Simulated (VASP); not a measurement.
OSZICAR of a VASP run on Ba (bcc):

### OSZICAR
```
       N       E                     dE             d eps       ncg     rms          rms(c)
DAV:   1     0.442517006119E+02    0.44252E+02   -0.54133E+03  1880   0.102E+03
DAV:   2    -0.162566580294E+00   -0.44414E+02   -0.43252E+02  2576   0.163E+02
DAV:   3    -0.108661724443E+01   -0.92405E+00   -0.91469E+00  2272   0.228E+01
DAV:   4    -0.109407467435E+01   -0.74574E-02   -0.74510E-02  2583   0.196E+00
DAV:   5    -0.109413558462E+01   -0.60910E-04   -0.60909E-04  2349   0.128E-01    0.109E+01
DAV:   6    -0.877139573217E+00    0.21700E+00   -0.21544E-01  2553   0.364E+00    0.570E+00
DAV:   7    -0.799266014202E+00    0.77874E-01   -0.20341E-01  2693   0.346E+00    0.455E-01
DAV:   8    -0.798286057593E+00    0.97996E-03   -0.32588E-03  2728   0.439E-01    0.531E-02
DAV:   9    -0.798244043803E+00    0.42014E-04   -0.22902E-05  2171   0.385E-02    0.204E-02
DAV:  10    -0.798229457119E+00    0.14587E-04   -0.10480E-05  2703   0.231E-02    0.152E-03
DAV:  11    -0.798229481008E+00   -0.23889E-07   -0.21896E-08  1103   0.148E-03
   1 F= 0.38119047E+01 E0= 0.38115593E+01  d E =0.381190E+01
       N       E                     dE             d eps       ncg     rms          rms(c)
DAV:   1    -0.777682449484E+00    0.20547E-01   -0.37399E-02  1883   0.162E+00    0.263E-01
DAV:   2    -0.776639603125E+00    0.10428E-02   -0.20453E-03  1952   0.415E-01    0.923E-02
DAV:   3    -0.776364363188E+00    0.27524E-03   -0.12837E-03  2577   0.261E-01    0.376E-02
DAV:   4    -0.776374574520E+00   -0.10211E-04   -0.12078E-05  2023   0.315E-02    0.175E-02
DAV:   5    -0.776382244433E+00   -0.76699E-05   -0.89454E-06  2693   0.164E-02    0.328E-03
DAV:   6    -0.776382438739E+00   -0.19431E-06   -0.83187E-08   961   0.282E-03
   2 F= 0.38119925E+01 E0= 0.38116627E+01  d E =0.878372E-04
       N       E                     dE             d eps       ncg     rms          rms(c)
DAV:   1    -0.792002070970E+00   -0.15620E-01   -0.17451E-02  1881   0.110E+00    0.180E-01
DAV:   2    -0.791515430925E+00    0.48664E-03   -0.96494E-04  1958   0.285E-01    0.634E-02
DAV:   3    -0.791385513618E+00    0.12992E-03   -0.60708E-04  2578   0.179E-01    0.257E-02
DAV:   4    -0.791390142770E+00   -0.46292E-05   -0.56326E-06  1958   0.217E-02    0.120E-02
DAV:   5    -0.791393727996E+00   -0.35852E-05   -0.41097E-06  2569   0.111E-02    0.224E-03
DAV:   6    -0.791393821749E+00   -0.93754E-07   -0.40622E-08   948   0.195E-03
   3 F= 0.38118799E+01 E0= 0.38115382E+01  d E =-.247941E-04
```

**Question.** Which electronic solver shows in the log?

**Answer.** It is blocked Davidson (ALGO = Normal, or the opening steps of other solvers). The INCAR had ALGO = Normal.

**Question.** Can the final energy be trusted as converged?

**Answer.** The run converged. It stopped with EDIFF = 1E-6, NELM = 100, NSW = 40 and EDIFFG = -0.02 after 3 ionic steps (LDA (Ceperley-Alder, Perdew-Zunger), plane waves, VASP's LDA PAW potentials (set 64)).

The compound is Ba in the bcc structure. This run relaxes it under an external pressure of 30 GPa. Symmetry was kept, so distortions that lower it aren't found.
